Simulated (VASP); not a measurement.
Input:

```xyz
2
Lattice="2.6615 0.0000 0.0000 0.0000 2.6615 0.0000 0.0000 0.0000 3.2364" Properties=species:S:1:pos:R:3 pbc="T T T"
Zn     1.3308     1.3308     1.6182
Ni     0.0000     0.0000     0.0000
```

Calculation: PBEsol GGA with spin-orbit coupling, VASP's PBE PAW potentials (set 64) (plane waves; VASP). Settings: 400 eV cut-off, 12×12×10 Γ-centred mesh, Gaussian smearing of 0.050 eV, potentials Zn Ni.

**Question.** Give the energies of bands 13 to 26 at the high-symmetry points, in eV from the Fermi level.

**Answer.** 
```json
[
 {"band": "13", "Γ": "-2.51", "X": "-4.00", "M": "-1.57", "Z": "-5.92", "R": "-2.32", "A": "-3.28"},
 {"band": "14", "Γ": "-2.51", "X": "-4.00", "M": "-1.57", "Z": "-5.92", "R": "-2.32", "A": "-3.28"},
 {"band": "15", "Γ": "-2.30", "X": "-2.46", "M": "-1.40", "Z": "-2.66", "R": "-2.15", "A": "-3.25"},
 {"band": "16", "Γ": "-2.30", "X": "-2.46", "M": "-1.40", "Z": "-2.66", "R": "-2.15", "A": "-3.25"},
 {"band": "17", "Γ": "-1.01", "X": "-2.38", "M": "-1.40", "Z": "-1.51", "R": "-1.56", "A": "-0.86"},
 {"band": "18", "Γ": "-1.01", "X": "-2.38", "M": "-1.40", "Z": "-1.51", "R": "-1.56", "A": "-0.86"},
 {"band": "19", "Γ": "-0.93", "X": "-1.47", "M": "-0.47", "Z": "-1.39", "R": "-1.17", "A": "-0.27"},
 {"band": "20", "Γ": "-0.93", "X": "-1.47", "M": "-0.47", "Z": "-1.39", "R": "-1.17", "A": "-0.27"},
 {"band": "21", "Γ": "-0.67", "X": "-1.03", "M": "-0.44", "Z": "-1.06", "R": "-1.00", "A": "5.47"},
 {"band": "22", "Γ": "-0.67", "X": "-1.03", "M": "-0.44", "Z": "-1.06", "R": "-1.00", "A": "5.47"},
 {"band": "23", "Γ": "3.10", "X": "0.42", "M": "-0.28", "Z": "-0.72", "R": "-0.77", "A": "5.48"},
 {"band": "24", "Γ": "3.10", "X": "0.42", "M": "-0.28", "Z": "-0.72", "R": "-0.77", "A": "5.48"},
 {"band": "25", "Γ": "9.39", "X": "10.64", "M": "4.98", "Z": "14.42", "R": "3.15", "A": "5.52"},
 {"band": "26", "Γ": "9.39", "X": "10.64", "M": "4.98", "Z": "14.42", "R": "3.15", "A": "5.52"}
]
```

It has no gap at this level: it comes out as a metal or semimetal.

The structure comes from a measured ZnNi entry (P4/mmm) of the Crystallography Open Database, whose conditions weren't checked. It was relaxed first, which changed the volume by -6 %.
